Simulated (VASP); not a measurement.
Output of a VASP run:

### OSZICAR
```
       N       E                     dE             d eps       ncg     rms          rms(c)
DAV:   1     0.354605667912E+02    0.35461E+02   -0.57027E+03  2698   0.204E+03
DAV:   2    -0.416831837538E+01   -0.39629E+02   -0.37757E+02  2622   0.195E+02
DAV:   3    -0.461366397325E+01   -0.44535E+00   -0.44432E+00  3018   0.298E+01
DAV:   4    -0.461698613794E+01   -0.33222E-02   -0.33219E-02  3271   0.237E+00
DAV:   5    -0.461702232880E+01   -0.36191E-04   -0.36191E-04  3089   0.195E-01    0.761E+00
DAV:   6    -0.409845484637E+01    0.51857E+00   -0.16549E+01  2748   0.952E+01    0.384E+00
DAV:   7    -0.374028397036E+01    0.35817E+00   -0.25715E+00  2796   0.374E+01    0.562E-01
DAV:   8    -0.372944045239E+01    0.10844E-01   -0.52980E-03  2923   0.137E+00    0.308E-01
DAV:   9    -0.372776189753E+01    0.16786E-02   -0.11515E-02  2878   0.231E+00    0.312E-02
DAV:  10    -0.372776300120E+01   -0.11037E-05   -0.55866E-05  3853   0.156E-01    0.726E-03
DAV:  11    -0.372776228006E+01    0.72114E-06   -0.72008E-07  1968   0.178E-02
   1 F= -.37277623E+01 E0= -.37277027E+01  d E =-.372776E+01
       N       E                     dE             d eps       ncg     rms          rms(c)
DAV:   1    -0.401499101945E+01   -0.28723E+00   -0.57245E+00  2732   0.639E+01    0.429E+00
DAV:   2    -0.381574701377E+01    0.19924E+00   -0.39649E+00  2734   0.449E+01    0.164E+00
DAV:   3    -0.373803607901E+01    0.77711E-01   -0.66126E-01  2715   0.189E+01    0.679E-01
DAV:   4    -0.372957749847E+01    0.84586E-02   -0.21993E-02  3954   0.246E+00    0.103E-01
DAV:   5    -0.372941717272E+01    0.16033E-03   -0.11560E-03  2816   0.786E-01    0.214E-02
DAV:   6    -0.372941445080E+01    0.27219E-05   -0.13535E-05  3707   0.606E-02    0.386E-03
DAV:   7    -0.372941476919E+01   -0.31839E-06   -0.12642E-06  1505   0.245E-02
   2 F= -.37294148E+01 E0= -.37292989E+01  d E =-.165249E-02
       N       E                     dE             d eps       ncg     rms          rms(c)
DAV:   1    -0.377341956715E+01   -0.44005E-01   -0.82061E-01  2737   0.230E+01    0.173E+00
DAV:   2    -0.374667380513E+01    0.26746E-01   -0.70878E-01  2728   0.190E+01    0.747E-01
DAV:   3    -0.373141909044E+01    0.15255E-01   -0.11653E-01  2705   0.791E+00    0.239E-01
DAV:   4    -0.373031213103E+01    0.11070E-02   -0.12823E-03  3482   0.427E-01    0.476E-03
DAV:   5    -0.373031144114E+01    0.68988E-06   -0.12234E-05  3205   0.654E-02    0.816E-03
DAV:   6    -0.373030887438E+01    0.25668E-05   -0.30581E-06  1576   0.342E-02    0.578E-04
DAV:   7    -0.373030896965E+01   -0.95270E-07   -0.51582E-08  1350   0.458E-03
   3 F= -.37303090E+01 E0= -.37302146E+01  d E =-.254669E-02
```

### OUTCAR
```
------------------------ aborting loop because EDIFF is reached ----------------------------------------
  FORCE on cell =-STRESS in cart. coord.  units (eV):
  Direction    XX          YY          ZZ          XY          YZ          ZX
  --------------------------------------------------------------------------------------
  Total        0.0040284      0.0040284      0.0040284      0.0000000      0.0000000      0.0000000
  in kB        0.5370455      0.5370455      0.5370455      0.0000000      0.0000000      0.0000000
  external PRESSURE =       0.5370455 kB  Pullay stress =       0.0000000 kB
  volume of cell :       12.02
      direct lattice vectors                 reciprocal lattice vectors
    -0.000000000  1.818033161  1.818033161    -0.275022486  0.275022486  0.275022486
     1.818033161 -0.000000000  1.818033161     0.275022486 -0.275022486  0.275022486
     1.818033161  1.818033161  0.000000000     0.275022486  0.275022486 -0.275022486
 POSITION                                       TOTAL-FORCE (eV/Angst)
 -----------------------------------------------------------------------------------
      0.00000     -0.00000      0.00000         0.000000      0.000000      0.000000
 -----------------------------------------------------------------------------------
    total drift:                               -0.000000     -0.000000     -0.000000
  FREE ENERGIE OF THE ION-ELECTRON SYSTEM (eV)
  ---------------------------------------------------
  free  energy   TOTEN  =        -3.7303089697 eV

  energy  without entropy=       -3.7300257877  energy(sigma->0) =       -3.73021458

 reached required accuracy - stopping structural energy minimisation
```
(Selected blocks of OUTCAR.)

POSCAR:
```
Cu
1
    0.0000000000     1.8050000000     1.8050000000
    1.8050000000     0.0000000000     1.8050000000
    1.8050000000     1.8050000000     0.0000000000
Cu
1
Direct
  0.0000000000   0.0000000000   0.0000000000
```

Q: Reconstruct the remaining input files.

A: One answer among several that fit: the input of the run itself, PW91 GGA, plane waves, VASP's PBE PAW potentials (set 64).

### INCAR
```
SYSTEM  =  Cu
PREC  =  Accurate; ENCUT  =  520; LREAL  =  F
LASPH  =  T
EDIFF  =  1E-6; NELM  =  100; ALGO  =  Normal
LMAXMIX  =  4
ISMEAR  =  1; SIGMA  =  0.1
GGA  =  91
IBRION  =  2; NSW  =  60; ISIF  =  3
EDIFFG  =  -0.01
LWAVE  =  F; LCHARG  =  F
```

File KPOINTS:
```
Automatic mesh
0
Gamma
16 16 16
0 0 0
```

POTCAR, in this order: Cu (PBE.64 set). Program: vasp_std.

Energy and stress use the plane-wave basis of the starting cell.

The compound is Cu in the fcc structure. This run relaxes it. Symmetry was kept, so distortions that lower it aren't found.
